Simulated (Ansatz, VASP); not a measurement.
# Y3RhAu: VASP beside Ansatz

The input INCAR:

```
ALGO = Normal ; EDIFF = 1E-7
ENCUT = 520 ; GGA = PE
ISIF = 2 ; ISMEAR = 0
LASPH = T ; LCHARG = F
LREAL = F ; LWAVE = F
NBANDS = 38 ; NELM = 100
PREC = Accurate ; SIGMA = 0.1
```

File KPOINTS:

```
k-points
0
Gamma
  4 4 4
```

File POSCAR:

```
Y3RhAu
1.0
    5.1138083600      0.0000000000      0.0000000000
    0.0000000000      5.1138083600      0.0000000000
    0.0000000000      0.0000000000      5.1138083600
Y Rh Au
3 1 1
Direct
    0.0000000000      0.5000000000      0.5000000000
    0.5000000000      0.0000000000      0.5000000000
    0.5000000000      0.5000000000      0.0000000000
    0.0000000000      0.0000000000      0.0000000000
    0.5000000000      0.5000000000      0.5000000000
```

Input for Ansatz:

```yaml
crystal:
  lattice:
    - [5.11380836, 0.0, 0.0]
    - [0.0, 5.11380836, 0.0]
    - [0.0, 0.0, 5.11380836]
  atoms:
    - { symbol: "Y", position: [0.0, 0.5, 0.5] }
    - { symbol: "Y", position: [0.5, 0.0, 0.5] }
    - { symbol: "Y", position: [0.5, 0.5, 0.0] }
    - { symbol: Rh, position: [0.0, 0.0, 0.0] }
    - { symbol: Au, position: [0.5, 0.5, 0.5] }
basis:
  ecutwfc: 420
kpoints:
  mp_grid: { grid: [4, 4, 4] }
hamiltonian:
  xc: pbe
scf:
  occupations: { method: gaussian, width: 0.1 }
  lower_state_search: "off"
output:
  forces: true
  stress: true
  eigenvalues: true
```

Change from the starting cell: species swapped into the Ca3SbP type (Pm-3m, No. 221).

Alike in both runs: task single point; functional PBE; k mesh 4 × 4 × 4; occupations gaussian, width 0.1 eV; no spin polarisation.

|  | VASP | Ansatz |
| --- | --- | --- |
| version | VASP 6.6.1 | Ansatz 0.2.0 |
| potentials or method | VASP PAW PBE potentials, release 64 (Y_sv, Rh_pv, Au) | scalar-relativistic, plane waves, PAW |
| plane-wave cutoff (eV) | 520 | 420 |
| valence electrons in the cell | 59 | 69 |

|  | VASP | Ansatz | Ansatz less VASP |
| --- | --- | --- | --- |
| gap on the k mesh at the Fermi level (eV) | none | none | - |
| pressure (GPa) | 12.5 | 12.6 | +0.12 |

A gap of «none» marks a metal or a gap that the smearing closes. The functional is the same, so the differences come from potentials, cutoffs and numerics. The two sets of potentials don't hold the same shells in valence.

Spin-orbit coupling is left out, which matters for the levels of Au.
